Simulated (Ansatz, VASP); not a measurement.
# CoSb2O6: VASP beside Ansatz, part 2 of 2

Aim: how closely do two programs agree when they are given the same cell, functional and k mesh? The cell is taken from a series of runs on this material, whose earlier steps may have relaxed, scaled, displaced or heated it; both programs get it as it stands.

VASP 6.6.1 and Ansatz 0.2.0.

So far: Set-up; Ansatz: relaxation of cell and atoms, PBEsol.

### Step 3. VASP: relaxation of cell and atoms, PBEsol

Level of this step: PBEsol, spin-polarised from a ferromagnetic start; plane waves and PAW (Co, Sb, O) (VASP).

The same cell, functional, mesh and smearing now go to VASP, with its own data sets.

Lines of VASP's logs that name or quote its potential files are left out, and so is its time.

File INCAR:

```
SYSTEM = CoSb2O6
PREC = Accurate
ENCUT = 600
EDIFF = 1E-07
NELM = 200
ISMEAR = 0
SIGMA = 0.15
LREAL = .FALSE.
ALGO = Normal
GGA = PS
NBANDS = 86
ISPIN = 2
MAGMOM = 2.49 2.49 0 0 0 0 0.06 0.06 0.06 0.06 0.06 0.06 0.06 0.06 0.07 0.07 0.07 0.07
LASPH = .TRUE.
LMAXMIX = 4
LORBIT = 11
LWAVE = .FALSE.
LCHARG = .FALSE.
ISIF = 3
IBRION = 2
NSW = 80
EDIFFG = -0.005
GGA_COMPAT = .FALSE.
NELMIN = 4
KPAR = 4
```

File POSCAR:

```
CoSb2O6
1.0
    4.6607800000      0.0000000000      0.0000000000
    0.0000000000      4.6607800000      0.0000000000
    0.0000000000      0.0000000000      9.3782060000
Co Sb O
2 4 12
Direct
    0.0000000000      0.0000000000      0.0000000000
    0.5000000000      0.5000000000      0.5000000000
    0.0000000000      0.0000000000      0.3325639786
    0.5000000000      0.5000000000      0.8325639786
    0.5000000000      0.5000000000      0.1674360213
    0.0000000000      0.0000000000      0.6674360214
    0.3048049897      0.3048049897      0.3312143335
    0.1951950103      0.8048049897      0.8312143336
    0.6951950103      0.6951950103      0.3312143335
    0.8048049897      0.1951950103      0.8312143336
    0.8048049897      0.1951950103      0.1687856664
    0.6951950103      0.6951950103      0.6687856664
    0.1951950103      0.8048049897      0.1687856664
    0.3048049897      0.3048049897      0.6687856664
    0.3050922807      0.3050922807      0.0000000000
    0.1949077193      0.8050922807      0.5000000000
    0.6949077193      0.6949077193      0.0000000000
    0.8050922807      0.1949077193      0.5000000000
```

File KPOINTS:

```
Automatic mesh
0
Gamma
8 8 4
0 0 0
```

Potentials, in the order of the species: Co, Sb and O (PBE family, release 64).

On the command line:

```console
> mpirun -np 4 vasp_std
```

Numbers of over 12 decimals in the logs are rounded to 6 here.

Log:

```text
[banner, memory and clock lines left out]
running    4 mpi-ranks, on    1 nodes
 distrk:  each k-point on    1 cores,    4 groups
 distr:  one band on    1 cores,    1 groups

 POSCAR found type information on POSCAR CoSbO
 POSCAR found :  3 types and      18 ions
|                                                                             |
|               ----> ADVICE to this user running VASP <----                  |
|                                                                             |
|     You have a (more or less) 'large supercell' and for larger cells it     |
|     might be more efficient to use real-space projection operators.         |
|     Therefore, try LREAL= Auto in the INCAR file.                           |
|     Mind: For very accurate calculation, you might also keep the            |
|     reciprocal projection scheme (i.e. LREAL=.FALSE.).                      |
|                                                                             |

|                                                                             |
|               ----> ADVICE to this user running VASP <----                  |
|                                                                             |
|     You enforced a specific xc type in the INCAR file but a different       |
|     [... a line on the potential file left out ...]
|     I HOPE YOU KNOW WHAT YOU ARE DOING!                                     |
|                                                                             |

 LDA part: xc-table for (Slater+PW92), standard interpolation
 POSCAR, INCAR and KPOINTS ok, starting setup
 FFT: planning ... GRIDC
 FFT: planning ... GRID_SOFT
 FFT: planning ... GRID
 WAVECAR not read
 entering main loop
       N       E                     dE             d eps       ncg     rms          rms(c)
DAV:   1     0.126372248184E+04    0.12637E+04   -0.51333E+04 15480   0.142E+03
DAV:   2     0.339890430716E+02   -0.12297E+04   -0.11066E+04 17422   0.379E+02
DAV:   3    -0.137258244290E+03   -0.17125E+03   -0.16304E+03 18220   0.154E+02
DAV:   4    -0.144688792863E+03   -0.74305E+01   -0.72017E+01 19104   0.337E+01
DAV:   5    -0.144916698092E+03   -0.22791E+00   -0.22672E+00 21168   0.596E+00    0.487E+01
DAV:   6    -0.205064366419E+03   -0.60148E+02   -0.71159E+02 22798   0.130E+02    0.126E+02
DAV:   7    -0.148905470026E+03    0.56159E+02   -0.66399E+01 20560   0.741E+01    0.611E+01
DAV:   8    -0.119576289633E+03    0.29329E+02   -0.64359E+01 20840   0.121E+02    0.154E+01
DAV:   9    -0.120591289349E+03   -0.10150E+01   -0.13281E+01 19408   0.126E+01    0.113E+01
DAV:  10    -0.120500729705E+03    0.90560E-01   -0.88241E-01 22568   0.504E+00    0.751E+00
DAV:  11    -0.120099270078E+03    0.40146E+00   -0.55039E-01 22026   0.618E+00    0.350E+00
DAV:  12    -0.120060053969E+03    0.39216E-01   -0.37576E-01 23602   0.388E+00    0.176E+00
DAV:  13    -0.120059023074E+03    0.10309E-02   -0.45995E-02 20844   0.980E-01    0.993E-01
DAV:  14    -0.120056718056E+03    0.23050E-02   -0.54387E-03 22166   0.342E-01    0.582E-01
DAV:  15    -0.120056623679E+03    0.94377E-04   -0.73036E-04 20574   0.120E-01    0.376E-01
DAV:  16    -0.120056239675E+03    0.38400E-03   -0.26087E-04 22878   0.170E-01    0.236E-01
DAV:  17    -0.120055919843E+03    0.31983E-03   -0.40148E-04 24168   0.181E-01    0.134E-01
DAV:  18    -0.120055775813E+03    0.14403E-03   -0.25029E-04 24642   0.139E-01    0.553E-02
DAV:  19    -0.120055762352E+03    0.13461E-04   -0.73087E-05 24306   0.651E-02    0.157E-02
DAV:  20    -0.120055761928E+03    0.42429E-06   -0.89633E-06 22626   0.165E-02    0.681E-03
DAV:  21    -0.120055761799E+03    0.12924E-06   -0.74297E-07 19564   0.503E-03    0.262E-03
DAV:  22    -0.120055761750E+03    0.49386E-07   -0.15727E-07 10772   0.215E-03
   1 F= -.12005576E+03 E0= -.12004238E+03  d E =-.120056E+03  mag=     6.1515
[...]
2 F= -.12005627E+03 E0= -.12004290E+03  d E =-.504471E-03  mag=     6.1507
[...]
3 F= -.12005628E+03 E0= -.12004291E+03  d E =-.517351E-03  mag=     6.1508
[...]
4 F= -.12005640E+03 E0= -.12004298E+03  d E =-.120387E-03  mag=     6.1526
[...]
5 F= -.12005641E+03 E0= -.12004301E+03  d E =-.134199E-03  mag=     6.1521
[...]
6 F= -.12005641E+03 E0= -.12004301E+03  d E =-.134201E-03  mag=     6.1522
 curvature:  -0.48 expect dE=-0.940E-05 dE for cont linesearch -0.853E-10
 trial: gam= 0.06965 g(F)=  0.172E-04 g(S)=  0.255E-05 ort =-0.292E-06 (trialstep = 0.926E+00)
 search vector abs. value=  0.220E-04
 bond charge predicted
       N       E                     dE             d eps       ncg     rms          rms(c)
DAV:   1    -0.120056419649E+03   -0.63475E-05   -0.40716E-03 15504   0.237E-01    0.188E-02
DAV:   2    -0.120056425418E+03   -0.57690E-05   -0.97092E-05 19154   0.396E-02    0.115E-02
DAV:   3    -0.120056424599E+03    0.81895E-06   -0.33273E-06 22384   0.160E-02    0.788E-03
DAV:   4    -0.120056424280E+03    0.31917E-06   -0.17776E-06 19888   0.153E-02    0.711E-03
DAV:   5    -0.120056424124E+03    0.15613E-06   -0.35686E-07 14680   0.499E-03    0.218E-03
DAV:   6    -0.120056424137E+03   -0.13121E-07   -0.13270E-07  9246   0.235E-03
   7 F= -.12005642E+03 E0= -.12004301E+03  d E =-.108354E-04  mag=     6.1523
 trial-energy change:   -0.000011  1 .order   -0.000011   -0.000018   -0.000004
 step:   1.1957(harm=  1.1957)  dis= 0.00029  next Energy=  -120.056425 (dE=-0.118E-04)
 reached required accuracy - stopping structural energy minimisation
```

OUTCAR, selected parts (step 3):

```text
ion  position               nearest neighbor table
   1  0.000  0.000  0.000-  15 2.01  17 2.01  11 2.04  13 2.04   8 2.04  10 2.04   3 3.12   6 3.12

  LATTYP: Found a simple tetragonal cell.
 ALAT       =     4.6607800000
 C/A-ratio  =     2.0121537597

 Subroutine GETGRP returns: Found 16 space group operations
 (whereof  8 operations were pure point group operations)

The static configuration has the point symmetry D_2h.
 The point group associated with its full space group is D_4h.

 Found     45 irreducible k-points:

   k-points           NKPTS =     45   k-points in BZ     NKDIM =     45   number of bands    NBANDS=     86

   dimension x,y,z NGX =    40 NGY =   40 NGZ =   80
   dimension x,y,z NGXF=    80 NGYF=   80 NGZF=  160

   ENCUT  =  600.0 eV  44.10 Ry    6.64 a.u.   9.31  9.31 18.73*2*pi/ulx,y,z

   NELECT =     110.0000    total number of electrons

 k-points in reciprocal lattice and weights: Automatic mesh
   0.00000000  0.00000000  0.00000000       0.004
   0.12500000  0.00000000  0.00000000       0.016
   0.25000000  0.00000000  0.00000000       0.016
   0.37500000  0.00000000  0.00000000       0.016
   0.50000000  0.00000000  0.00000000       0.008
   0.12500000  0.12500000  0.00000000       0.016
   0.25000000  0.12500000  0.00000000       0.031
   0.37500000  0.12500000  0.00000000       0.031
   0.50000000  0.12500000  0.00000000       0.016
[...]
0.50000000  0.37500000  0.50000000       0.016
   0.50000000  0.50000000  0.50000000       0.004

 average (electrostatic) potential at core
       1 -81.3570       2 -81.3570       3 -86.7374       4 -86.7374       5 -86.7374
       6 -86.7374       7 -68.5223       8 -68.5223       9 -68.5223      10 -68.5223
      11 -68.5223      12 -68.5223      13 -68.5223      14 -68.5223      15 -68.5972
      16 -68.5972      17 -68.5972      18 -68.5972

 E-fermi :   7.3965

 spin component 1
 k-point     1 :       0.0000    0.0000    0.0000
  band No.  band energies     occupation
    ...
     55       5.8555      1.00000
     56       6.2148      1.00000
     57       6.6046      1.00000
     58       6.6511      1.00000
     59       6.6511      1.00000
     60       8.7939      0.00000
     61      10.1223      0.00000
     62      11.1214      0.00000
     63      11.3665      0.00000
     64      11.3665      0.00000
    ...

 k-point     2 :       0.1250    0.0000    0.0000
  band No.  band energies     occupation
    ...
     55       6.1045      1.00000
     56       6.3376      1.00000
     57       6.6315      1.00000
     58       6.6433      1.00000
     59       6.9264      1.00000
     60       8.8993      0.00000
     61      10.0934      0.00000
     62      11.0866      0.00000
     63      11.4260      0.00000
     64      11.4297      0.00000
    ...

 k-point     3 :       0.2500    0.0000    0.0000
  band No.  band energies     occupation
    ...
     54       5.7589      1.00000
     55       6.5234      1.00000
     56       6.5474      1.00000
     57       6.5907      1.00000
     58       6.6338      1.00000
     59       7.6749      0.00434
     60       9.2017      0.00000
     61       9.9827      0.00000
     62      10.9542      0.00000
     63      11.5902      0.00000
    ...

 k-point     4 :       0.3750    0.0000    0.0000
  band No.  band energies     occupation
    ...
     54       5.7313      1.00000
     55       6.5681      1.00000
     56       6.6191      1.00000
     57       6.7460      1.00000
     58       6.8553      1.00000
     59       8.4932      0.00000
     60       9.6638      0.00000
     61       9.7151      0.00000
     62      10.6625      0.00000
     63      11.8071      0.00000
    ...

 k-point     5 :       0.5000    0.0000    0.0000
  band No.  band energies     occupation
    ...
     54       5.6912      1.00000
     55       6.5858      1.00000
     56       6.5858      1.00000
     57       6.9037      1.00000
     58       6.9037      1.00000
     59       9.2107      0.00000
     60       9.2107      0.00000
     61      10.1983      0.00000
     62      10.1983      0.00000
     63      11.9355      0.00000
    ...

 k-point     6 :       0.1250    0.1250    0.0000
  band No.  band energies     occupation
    ...
     55       6.0559      1.00000
     56       6.5242      1.00000
     57       6.5960      1.00000
     58       6.6678      1.00000
     59       7.2232      0.94891
     60       8.9862      0.00000
     61      10.0581      0.00000
     62      11.0210      0.00000
     63      11.4138      0.00000
     64      11.5889      0.00000
    ...

  Total       -0.0037667     -0.0037667      0.0031776     -0.0000000      0.0000000      0.0000000
  in kB       -0.0296614     -0.0296614      0.0250226     -0.0000000      0.0000000      0.0000000
  external PRESSURE =      -0.0114334 kB  Pullay stress =       0.0000000 kB

  energy-cutoff  :      600.00
  volume of cell :      203.46
      direct lattice vectors                 reciprocal lattice vectors
     4.658112951  0.000000000  0.000000000     0.214679208 -0.000000000  0.000000000
     0.000000000  4.658112951  0.000000000    -0.000000000  0.214679208  0.000000000
     0.000000000  0.000000000  9.376841522     0.000000000  0.000000000  0.106645718

 POSITION                                       TOTAL-FORCE (eV/Angst)
 -----------------------------------------------------------------------------------
      0.00000      0.00000      0.00000         0.000000     -0.000000     -0.000000
      2.32906      2.32906      4.68842        -0.000000     -0.000000     -0.000000
      0.00000      0.00000      3.11928        -0.000000     -0.000000     -0.001081
      2.32906      2.32906      7.80771         0.000000     -0.000000     -0.001081
      2.32906      2.32906      1.56914        -0.000000     -0.000000      0.001081
      0.00000      0.00000      6.25756        -0.000000     -0.000000      0.001081
      1.42039      1.42039      3.10797         0.000926      0.000926      0.000378
      0.90867      3.74944      7.79639        -0.000926      0.000926      0.000378
      3.23773      3.23773      3.10797        -0.000926     -0.000926      0.000378
      3.74944      0.90867      7.79639         0.000926     -0.000926      0.000378
      3.74944      0.90867      1.58045         0.000926     -0.000926     -0.000378
      3.23773      3.23773      6.26887        -0.000926     -0.000926     -0.000378
      0.90867      3.74944      1.58045        -0.000926      0.000926     -0.000378
      1.42039      1.42039      6.26887         0.000926      0.000926     -0.000378
      1.41944      1.41944      0.00000         0.001287      0.001287     -0.000000
      0.90961      3.74850      4.68842        -0.001287      0.001287     -0.000000
      3.23867      3.23867      0.00000        -0.001287     -0.001287     -0.000000
      3.74850      0.90961      4.68842         0.001287     -0.001287     -0.000000
 -----------------------------------------------------------------------------------
    total drift:                               -0.000000     -0.000000      0.000002

  FREE ENERGIE OF THE ION-ELECTRON SYSTEM (eV)
  ---------------------------------------------------
  free  energy   TOTEN  =      -120.0564241367 eV

  energy  without entropy=     -120.0295887162  energy(sigma->0) =     -120.04300643

 reached required accuracy - stopping structural energy minimisation

 total charge
# of ion       s       p       d       tot
------------------------------------------
    1        0.330   0.449   7.104   7.882
    2        0.330   0.449   7.104   7.882
    3        0.961   1.024   0.264   2.249
    4        0.961   1.024   0.264   2.249
    5        0.961   1.024   0.264   2.249
    6        0.961   1.024   0.264   2.249
    7        1.563   3.472   0.000   5.035
    8        1.563   3.472   0.000   5.035
    9        1.563   3.472   0.000   5.035
   10        1.563   3.472   0.000   5.035
   11        1.563   3.472   0.000   5.035
   12        1.563   3.472   0.000   5.035
   13        1.563   3.472   0.000   5.035
   14        1.563   3.472   0.000   5.035
   15        1.567   3.450   0.000   5.016
   16        1.567   3.450   0.000   5.016
   17        1.567   3.450   0.000   5.016
   18        1.567   3.450   0.000   5.016
--------------------------------------------------
tot         23.277  46.566  15.262  85.106

 magnetization (x)
# of ion       s       p       d       tot
------------------------------------------
    1        0.008   0.009   2.570   2.587
    2        0.008   0.009   2.570   2.587
    3       -0.001   0.009   0.003   0.010
    4       -0.001   0.009   0.003   0.010
    5       -0.001   0.009   0.003   0.010
    6       -0.001   0.009   0.003   0.010
    7        0.008   0.051   0.000   0.059
    8        0.008   0.051   0.000   0.059
    9        0.008   0.051   0.000   0.059
   10        0.008   0.051   0.000   0.059
   11        0.008   0.051   0.000   0.059
   12        0.008   0.051   0.000   0.059
   13        0.008   0.051   0.000   0.059
   14        0.008   0.051   0.000   0.059
   15        0.010   0.058   0.000   0.068
   16        0.010   0.058   0.000   0.068
   17        0.010   0.058   0.000   0.068
   18        0.010   0.058   0.000   0.068
--------------------------------------------------
tot          0.116   0.691   5.152   5.959

[... 6 further parts left out ...]
```

CONTCAR:

```
CoSb2O6
   1.00000000000000
     4.6581129505035568    0.0000000000000000    0.0000000000000000
     0.0000000000000000    4.6581129505035568    0.0000000000000000
     0.0000000000000000    0.0000000000000000    9.3768415217837173
  Co              Sb              O
     2     4    12
Direct
     0.0000000000000000    0.0000000000000000    0.0000000000000000
     0.5000000000000000    0.5000000000000000    0.5000000000000000
     0.0000000000000000    0.0000000000000000    0.3326583085243155
     0.5000000000000000    0.5000000000000000    0.8326583085243153
     0.5000000000000000    0.5000000000000000    0.1673416913756828
     0.0000000000000000    0.0000000000000000    0.6673416914756847
     0.3049274086779906    0.3049274086779906    0.3314517729296614
     0.1950725913220094    0.8049274086779905    0.8314517730296632
     0.6950725913220095    0.6950725913220095    0.3314517729296614
     0.8049274086779905    0.1950725913220094    0.8314517730296632
     0.8049274086779905    0.1950725913220094    0.1685482269703368
     0.6950725913220095    0.6950725913220095    0.6685482269703368
     0.1950725913220094    0.8049274086779905    0.1685482269703368
     0.3049274086779906    0.3049274086779906    0.6685482269703368
     0.3047252814299212    0.3047252814299212    0.0000000000000000
     0.1952747185700789    0.8047252814299212    0.5000000000000000
     0.6952747185700788    0.6952747185700788    0.0000000000000000
     0.8047252814299212    0.1952747185700789    0.5000000000000000
```

The magnetic state follows from one typed start and may not be the lowest. Oxides and halides of Co are often magnetic insulators, and a metal at this level, without U or exact exchange, may be an artefact. The run keeps the 16 symmetry operations of its start, so it cannot find a distortion of lower symmetry.

### Step 4. Comparison

Known differences besides the potentials themselves: VASP starts from the moments at which Ansatz ended; the data sets hold 166 valence electrons in Ansatz (on its PAW soft_1 files) and 110 in VASP; the cutoff is 420 eV in Ansatz and 600 eV in VASP; Ansatz makes its cores anew for this functional, VASP keeps those of its PBE data sets; site moments are counted in spheres of each program's own size. Total energies have different zeros and are not compared.

Both answers:

```
                                         quantity  Ansatz    VASP  difference
                                      volume (Å³)  203.74  203.46     +0.14 %
edge a after relaxation, in the typed setting (Å)   4.661   4.658     +0.06 %
edge c after relaxation, in the typed setting (Å)   9.378   9.377     +0.01 %
                                total moment (μB)    6.16    6.15       +0.01
                               moment on Co1 (μB)    2.49    2.59       -0.10
                               moment on Co2 (μB)    2.49    2.59       -0.10
                               moment on O16 (μB)    0.07    0.07        0.00
                               moment on O15 (μB)    0.07    0.07        0.00
                               moment on O18 (μB)    0.07    0.07        0.00
                               moment on O17 (μB)    0.07    0.07        0.00
                               moment on O10 (μB)    0.06    0.06        0.00
                                moment on O9 (μB)    0.06    0.06        0.00
```

### Step 5. Outcome

| Item | Value |
| --- | --- |
| difference in volume (relaxation of cell and atoms, PBEsol) | 0.14 % |

In words: The difference in volume is 0.14 % (relaxation of cell and atoms, PBEsol), within the 1.2 % picked in this series as the mark of a large difference, as far as the stopping tolerances let one tell. The data sets hold unlike numbers of valence electrons (166 in Ansatz and 110 in VASP), so part of the differences comes from the potentials. Such differences can come from data sets, numerical settings and the points named under the comparisons, not from the functional's error against experiment.

[Lines on the potential files, build, host, timing and source positions are cut from VASP's logs without a mark.]

[Logs are printed without paths, hosts, clocks, repeated set-up lines and the standing remarks that a program may print on its own settings, such as how far it seeks lower states.]

[Hosts, paths, dates, database ids (printed as entryN), source tags and the programs' standing remarks are cut or masked in the printed files.]
